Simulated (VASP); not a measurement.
# ZrNbP2 (P6/mmm) in VASP: notebook

Runs on ZrNbP2. Level: PBE. Tasks: single point, relaxation of cell and atoms.

All numbers are computed with VASP 6.6.1; they aren't measurements. Logs are shortened: lines on timing, memory, paths and dates and some standing lists are left out, and cuts for length are marked.

### 1 The cell of the first run

The structure is hexagonal, space group P6/mmm (No. 191). The conventional cell has a = 4.473 Å, b = 4.473 Å, c = 5.144 Å, α = 90.00°, β = 90.00°, γ = 120.00°. Zr (site symmetry 6/mmm) is surrounded by 2 Nb at 2.57 Å. Around Nb (site symmetry 6/mmm) lie 2 Zr at 2.57 Å and 6 P at 2.58 Å. P (site symmetry -6m2) is surrounded by 3 Nb at 2.58 Å and 3 P at 2.58 Å.

The cell was built by a generator and needn't be a form met in nature.

### 2 Single point, PBE (random cell by space group and Wyckoff sites (P6/mmm, No. 191))

Input file INCAR:

```
PREC = Accurate
ENCUT = 520
EDIFF = 1E-6
ISMEAR = 0
SIGMA = 0.1
LREAL = False
LASPH = True
NELM = 100
ALGO = Fast
ISIF = 2
LWAVE = False
LCHARG = True
GGA = PE
LELF = True
LVHAR = True
NBANDS = 26
```

Input file KPOINTS:

```
regular mesh
0
Gamma
  12 12 10
```

Input file POSCAR:

```
ZrNbP2
1.0
    4.4733051932      0.0000000000      0.0000000000
   -2.2366525966      3.8739959362      0.0000000000
    0.0000000000      0.0000000000      5.1444068286
Zr Nb P
1 1 2
Direct
    0.0000000000      0.0000000000      0.0000000000
    0.0000000000      0.0000000000      0.5000000000
    0.3333333333      0.6666666667      0.5000000000
    0.6666666667      0.3333333333      0.5000000000
```

Potentials or basis: VASP PAW PBE potentials, release 64 (Zr_sv, Nb_sv, P).

On the command line:

```bash
$ cat potpaw_PBE.64/Zr_sv/POTCAR potpaw_PBE.64/Nb_sv/POTCAR potpaw_PBE.64/P/POTCAR > POTCAR
$ mpirun -np 1 vasp_std > vasp.out
```

OUTCAR:

```text
PREC = Accurate
   ENCUT = 520
   EDIFF = 1E-6
   ISMEAR = 0
   LREAL = False
   LASPH = True
   NELM = 100
   ISIF = 2
   GGA = PE

 ion  position               nearest neighbor table
   1  0.000  0.000  0.000-   2 2.57   2 2.57
   2  0.000  0.000  0.500-   1 2.57   1 2.57   4 2.58   3 2.58   4 2.58   3 2.58   4 2.58   3 2.58

   3  0.333  0.667  0.500-   2 2.58   4 2.58   4 2.58   2 2.58   2 2.58   4 2.58
   4  0.667  0.333  0.500-   3 2.58   2 2.58   3 2.58   2 2.58   2 2.58   3 2.58

  LATTYP: Found a hexagonal cell.
 ALAT       =     4.4733051932
 C/A-ratio  =     1.1500236640

  Lattice vectors:

 A1 = (   4.4733051932,   0.0000000000,   0.0000000000)
 A2 = (  -2.2366525966,   3.8739959362,   0.0000000000)
 A3 = (   0.0000000000,   0.0000000000,   5.1444068286)

Analysis of symmetry for initial positions (statically):
=====================================================================
 Subroutine PRICEL returns:
 Original cell was already a primitive cell.

 Routine SETGRP: Setting up the symmetry group for a
 hexagonal supercell.

 Subroutine GETGRP returns: Found 24 space group operations
 (whereof 24 operations were pure point group operations)
 out of a pool of 24 trial point group operations.

The static configuration has the point symmetry D_6h.

Analysis of symmetry for dynamics (positions and initial velocities):
=====================================================================
 Subroutine PRICEL returns:
 Original cell was already a primitive cell.

 Routine SETGRP: Setting up the symmetry group for a
 hexagonal supercell.

 Subroutine GETGRP returns: Found 24 space group operations
 (whereof 24 operations were pure point group operations)
 out of a pool of 24 trial point group operations.

The dynamic configuration has the point symmetry D_6h.

 Subroutine INISYM returns: Found 24 space group operations
 (whereof 24 operations are pure point group operations),
 and found     1 'primitive' translations

----------------------------------------------------------------------------------------

                                     Primitive cell

  volume of cell :      89.1503

  direct lattice vectors                    reciprocal lattice vectors
     4.473305193  0.000000000  0.000000000     0.223548351  0.129065701  0.000000000
    -2.236652597  3.873995936  0.000000000     0.000000000  0.258131401  0.000000000
     0.000000000  0.000000000  5.144406829     0.000000000  0.000000000  0.194385871

  length of vectors
     4.473305193  4.473305193  5.144406829     0.258131401  0.258131401  0.194385871

  position of ions in fractional coordinates (direct lattice)
     0.000000000  0.000000000  0.000000000
     0.000000000  0.000000000  0.500000000
     0.333333333  0.666666667  0.500000000
     0.666666667  0.333333333  0.500000000

  ion indices of the primitive-cell ions
   primitive index   ion index
                 1           1
                 2           2
                 3           3
                 4           4

----------------------------------------------------------------------------------------

 KPOINTS: regular mesh

Automatic generation of k-mesh.
 Grid dimensions read from file:
 generate k-points for:   12   12   10

 Generating k-lattice:

  Cartesian coordinates                     Fractional coordinates (reciprocal lattice)
     0.018629029  0.010755475  0.000000000     0.083333333  0.000000000  0.000000000
     0.000000000  0.021510950  0.000000000     0.000000000  0.083333333  0.000000000
     0.000000000  0.000000000  0.019438587     0.000000000  0.000000000  0.100000000

  Length of vectors
     0.021510950  0.021510950  0.019438587

  Shift w.r.t. Gamma in fractional coordinates (k-lattice)
     0.000000000  0.000000000  0.000000000

 Subroutine IBZKPT returns following result:
 ===========================================

 Found    114 irreducible k-points:

 Following reciprocal coordinates:
            Coordinates               Weight
  0.000000  0.000000  0.000000      1.000000
  0.083333  0.000000  0.000000      6.000000
  0.166667  0.000000  0.000000      6.000000
  0.250000 -0.000000  0.000000      6.000000
  0.333333 -0.000000  0.000000      6.000000
  0.416667  0.000000  0.000000      6.000000
[... 16 lines left out ...]
  0.250000 -0.000000  0.100000     12.000000
  0.333333 -0.000000  0.100000     12.000000
 [... further k-points ...]
   k-points           NKPTS =    114   k-points in BZ     NKDIM =    114   number of bands    NBANDS=     26
   number of dos      NEDOS =    301   number of ions     NIONS =      4
   total plane-waves  NPLWV =  51840
   dimension x,y,z NGX =    36 NGY =   36 NGZ =   40
   dimension x,y,z NGXF=    72 NGYF=   72 NGZF=   80
   ions per type =               1   1   2
   NGX,Y,Z   is equivalent  to a cutoff of  13.38, 13.38, 12.93 a.u.
   NGXF,Y,Z  is equivalent  to a cutoff of  26.76, 26.76, 25.85 a.u.
 SYSTEM =  unknown system
   PREC   = accura    normal or accurate (medium, high low for compatibility)
   ISTART =      0    job   : 0-new  1-cont  2-samecut
   ICHARG =      2    charge: 1-file 2-atom 10-const
   ISPIN  =      1    spin polarized calculation?
   LNONCOLLINEAR =      F non collinear calculations
   LSORBIT =      F    spin-orbit coupling
   LASPH  =      T    aspherical Exc in radial PAW
   ENCUT  =  520.0 eV  38.22 Ry    6.18 a.u.   8.32  8.32  9.57*2*pi/ulx,y,z
   NELM   =    100;   NELMIN=  2; NELMDL= -5     # of ELM steps
   EDIFF  = 0.1E-05   stopping-criterion for ELM
   LREAL  =      F    real-space projection
   EDIFFG = 0.1E-04   stopping-criterion for IOM
   NSW    =      0    number of steps for IOM
   IBRION =     -1    ionic relax: 0-MD 1-quasi-New 2-CG
   NFREE  =      0    steps in history (QN), initial steepest desc. (CG)
   ISIF   =      2    stress and relaxation
   ISYM   =      2    0-nonsym 1-usesym 2-fastsym
   POTIM  = 0.5000    time-step for ionic-motion
   TEBEG  =    0.0;   TEEND  =   0.0 temperature during run
   PSTRESS=    0.0 pullay stress
   NELECT =      35.0000    total number of electrons
   NUPDOWN=      -1.0000    fix difference up-down
   EMIN   =  10.00;   EMAX   =-10.00  energy-range for DOS
   EFERMI =   0.00;   METHOD = LEGACY
   ISMEAR =     0;   SIGMA  =   0.10  broadening in eV -4-tet -1-fermi 0-gaus
   EFERMI_NEDOS =   21; number of points for ismear=-14 and -15
   IALGO  =     68    algorithm
   IMIX   =      4    mixing-type and parameters
     AMIX     =   0.40;   BMIX     =  1.00
     AMIX_MAG =   1.60;   BMIX_MAG =  1.00
  volume/ion in A,a.u.               =      22.29       150.40
  Fermi-wavevector in a.u.,A,eV,Ry     =   1.198735  2.265281 19.551103  1.436966
  Thomas-Fermi vector in A             =   2.334616
   LORBIT       =      0    0 simple, 1 ext, 2 COOP (PROOUT), +10 PAW based schemes
   GGA     = PE    functional components
   LHFCALC =     F    Hartree Fock is set to
   AEXX    =    0.0000 exact exchange contribution
   IVDW    =     0    specifies the selected vdW correction
   LEPSILON=     F    determine dielectric tensor
   LRPA    =     F    only Hartree local field effects (RPA)
 non-spin polarized calculation
 RMM-DIIS sequential band-by-band and
 Gauss-broadening in eV      SIGMA  =   0.10
  energy-cutoff  :      520.00
  volume of cell :       89.15
 maximum number of plane-waves:      2429
 NGX is ok and might be reduce to    36
   NGX = 17   NGY = 17   NGZ = 19

 number of electron      34.9999999 magnetization

 Free energy of the ion-electron system (eV)
  ---------------------------------------------------
  ext. energy  EPLUGINS =         0.00000000
  ---------------------------------------------------
  free energy    TOTEN  =       -27.20962463 eV

  energy without entropy =      -27.18799526  energy(sigma->0) =      -27.19880994

 E-fermi :   7.1779     XC(G=0): -10.1432

 val. band max:        7.1771300962   @ k =   0.0833   0.0000   0.5000
 cond. band min:       7.1806407430   @ k =   0.4167   0.1667   0.4000
 fundamental gap:      0.0035106468
 Fermi energy:         7.1779032852

 k-point     1 :       0.0000    0.0000    0.0000
  band No.  band energies     occupation
      1     -46.9581      2.00000
      2     -42.5920      2.00000
      3     -23.6842      2.00000
      4     -23.1399      2.00000
      5     -23.1399      2.00000
      6     -20.6877      2.00000
[... 18 lines left out ...]
     25      12.3362      0.00000
     26      12.9320      0.00000

 k-point     2 :       0.0833    0.0000    0.0000
  band No.  band energies     occupation
      1     -46.9580      2.00000
      2     -42.5919      2.00000
      3     -23.6840      2.00000
      4     -23.1423      2.00000
      5     -23.1404      2.00000
      6     -20.6889      2.00000
[... 18 lines left out ...]
     25      12.4072      0.00000
     26      12.4608      0.00000

 k-point     3 :       0.1667    0.0000    0.0000
  band No.  band energies     occupation
      1     -46.9579      2.00000
      2     -42.5918      2.00000
      3     -23.6835      2.00000
      4     -23.1490      2.00000
      5     -23.1418      2.00000
      6     -20.6920      2.00000
[... 18 lines left out ...]
     25      12.5268      0.00000
     26      12.6010      0.00000

 k-point     4 :       0.2500   -0.0000    0.0000
  band No.  band energies     occupation
      1     -46.9576      2.00000
      2     -42.5916      2.00000
      3     -23.6828      2.00000
      4     -23.1580      2.00000
      5     -23.1438      2.00000
      6     -20.6964      2.00000
[... 18 lines left out ...]
     25      12.4268      0.00000
     26      12.8976      0.00000
[... 496 lines left out ...]
      1     -46.9574      2.00000
      2     -42.5932      2.00000
      3     -23.6499      2.00000
      4     -23.1481      2.00000
      5     -23.1410      2.00000
      6     -20.6934      2.00000
[... 18 lines left out ...]
     25      12.5232      0.00000
     26      12.6571      0.00000

 k-point    23 :       0.2500   -0.0000    0.1000
  band No.  band energies     occupation
      1     -46.9571      2.00000
      2     -42.5930      2.00000
      3     -23.6492      2.00000
      4     -23.1572      2.00000
      5     -23.1429      2.00000
      6     -20.6978      2.00000
[... 18 lines left out ...]
     25      12.4228      0.00000
     26      12.9824      0.00000

 k-point    24 :       0.3333   -0.0000    0.1000
  band No.  band energies     occupation
      1     -46.9569      2.00000
      2     -42.5928      2.00000
      3     -23.6485      2.00000
      4     -23.1662      2.00000
      5     -23.1449      2.00000
      6     -20.7021      2.00000
[... 18 lines left out ...]
     25      11.8058      0.00000
     26      12.0237      0.00000

 [... further k-points ...]

------------------------ aborting loop because EDIFF is reached ----------------------------------------

  FORCE on cell =-STRESS in cart. coord.  units (eV):
  Direction    XX          YY          ZZ          XY          YZ          ZX
  --------------------------------------------------------------------------------------
  -------------------------------------------------------------------------------------
  Total       -0.1222295     -0.1222295      0.0145547      0.0000000      0.0000000     -0.0000000
  in kB       -2.1966648     -2.1966648      0.2615717      0.0000000      0.0000000     -0.0000000
  external PRESSURE =      -1.3772526 kB  Pullay stress =       0.0000000 kB

 VOLUME and BASIS-vectors are now :
 -----------------------------------------------------------------------------
  energy-cutoff  :      520.00
  volume of cell :       89.15
      direct lattice vectors                 reciprocal lattice vectors
     4.473305193  0.000000000  0.000000000     0.223548351  0.129065701  0.000000000
    -2.236652597  3.873995936  0.000000000     0.000000000  0.258131401  0.000000000
     0.000000000  0.000000000  5.144406829     0.000000000  0.000000000  0.194385871

 POSITION                                       TOTAL-FORCE (eV/Angst)
 -----------------------------------------------------------------------------------
      0.00000      0.00000      0.00000         0.000000     -0.000000     -0.000000
      0.00000      0.00000      2.57220         0.000000     -0.000000     -0.000000
     -0.00000      2.58266      2.57220        -0.000000     -0.000000      0.000000
      2.23665      1.29133      2.57220         0.000000      0.000000     -0.000000
 -----------------------------------------------------------------------------------
    total drift:                                0.000000     -0.000000     -0.000000

  FREE ENERGIE OF THE ION-ELECTRON SYSTEM (eV)
  ---------------------------------------------------
  free  energy   TOTEN  =       -27.2096246258 eV

  energy  without entropy=      -27.1879952567  energy(sigma->0) =      -27.19880994
```

Wall time 4 min (1 thread of Intel Xeon 6975P-C (Granite Rapids), shared host); peak memory 0.41 GiB.

What came out:

```yaml
Free_energy: -27.2096 eV
Pressure: -0.1 GPa
Band_gap_on_the_k_mesh: none (metal or under the smearing width)
```

Stress tensor (GPa, compression positive):
```
-0.22  0.00  0.00
 0.00 -0.22  0.00
 0.00  0.00  0.03
```

Levels at points of the mesh, in eV from the Fermi level:
```csv
k point,band 15,band 16,band 17,band 18,band 19,band 20
"(0.00, 0.00, 0.00)",-1.70,-1.70,-1.43,0.30,0.30,0.77
"(0.50, 0.00, 0.00)",-2.03,-1.52,-1.26,-0.26,1.46,1.64
"(0.00, 0.00, 0.50)",-0.65,0.11,0.11,0.25,0.25,0.52
"(0.50, 0.00, 0.50)",-1.40,-0.44,0.49,0.90,0.99,1.11
```

### 3 Relaxation of cell and atoms, PBE (random cell by space group and Wyckoff sites (P6/mmm, No. 191))

Input file INCAR:

```
PREC = Accurate ; ENCUT = 600
EDIFF = 1E-6 ; ISMEAR = 0
SIGMA = 0.1 ; LREAL = False
LASPH = True ; NELM = 100
ALGO = Normal ; ISIF = 3
LWAVE = False ; LCHARG = False
GGA = PE ; IBRION = 2
NSW = 90 ; EDIFFG = -0.04
```

Input file KPOINTS:

```
regular mesh
0
Gamma
  6 6 4
```

Input file POSCAR:

```
ZrNbP2
1.0
    4.7819694600      0.0000000000      0.0000000000
   -2.3909847300      4.1413070300      0.0000000000
    0.0000000000      0.0000000000      4.4730545800
Zr Nb P
1 1 2
Direct
    0.0000000000      0.0000000000      0.0000000000
    0.0000000000      0.0000000000      0.5000000000
    0.3333333300      0.6666666700      0.5000000000
    0.6666666700      0.3333333300      0.5000000000
```

Potentials or basis: VASP PAW PBE potentials, release 64 (Zr_sv, Nb_sv, P).

On the command line:

```bash
$ cat potpaw_PBE.64/Zr_sv/POTCAR potpaw_PBE.64/Nb_sv/POTCAR potpaw_PBE.64/P/POTCAR > POTCAR
$ mpirun -np 1 vasp_std > vasp.out
```

It took 5.8 min on 1 thread of Intel Xeon Platinum 8488C (Sapphire Rapids), shared host; peak memory 0.27 GiB.

The run converged. Its results:

| Item | Value |
| --- | --- |
| Free energy | -27.3274 eV |
| Relaxed volume | 21.97 Å³/atom |
| Relaxed cell | a = 4.496 Å, b = 4.496 Å, c = 5.021 Å, α = 90.00°, β = 90.00°, γ = 120.00° |
| Space group after relaxing (to 0.05 Å) | P6/mmm (No. 191) |
| Energy gained by relaxing | 335.3 meV/atom |
| Ionic steps | 8 |
| Pressure after relaxing | 0.1 GPa |
| Band gap on the k mesh | none (metal or under the smearing width) |

Stress tensor (GPa, compression positive):
```
 0.12  0.00  0.00
 0.00  0.12  0.00
 0.00  0.00 -0.03
```

The path:
```tsv
step	energy change (eV)	largest force (eV/Å)	pressure (GPa)	volume (Å³)
1	0.0000	0.0000	4.72	88.58
2	-0.9930	0.0000	-3.51	94.61
3	-1.2695	0.0000	-4.51	92.65
4	-1.2689	0.0000	-4.47	92.59
5	-1.3046	0.0000	3.31	85.22
6	-1.3403	0.0000	-0.21	88.16
7	-1.3403	0.0000	-0.11	88.08
8	-1.3412	0.0000	0.07	87.87
```

Final structure:
```cif
data_structure
_symmetry_space_group_name_H-M 'P 1'
_symmetry_Int_Tables_number 1
_cell_length_a 4.4956
_cell_length_b 4.4956
_cell_length_c 5.0206
_cell_angle_alpha 90.000
_cell_angle_beta 90.000
_cell_angle_gamma 120.000
_cell_volume 87.87
loop_
_atom_site_label
_atom_site_type_symbol
_atom_site_fract_x
_atom_site_fract_y
_atom_site_fract_z
_atom_site_occupancy
Zr1 Zr 0.00000 0.00000 0.00000 1
Nb1 Nb 0.00000 0.00000 0.50000 1
P1 P 0.33333 0.66667 0.50000 1
P2 P 0.66667 0.33333 0.50000 1
```

Levels at points of the mesh, in eV from the Fermi level:
```csv
k point,band 15,band 16,band 17,band 18,band 19,band 20
"(0.00, 0.00, 0.00)",-1.92,-1.92,-1.35,0.38,0.38,0.86
"(0.50, 0.00, 0.00)",-2.22,-1.42,-1.10,-0.14,1.55,1.66
"(0.00, 0.00, 0.50)",-0.69,0.08,0.08,0.26,0.26,0.74
"(0.50, 0.00, 0.50)",-1.26,-0.44,0.51,0.98,1.11,1.36
```
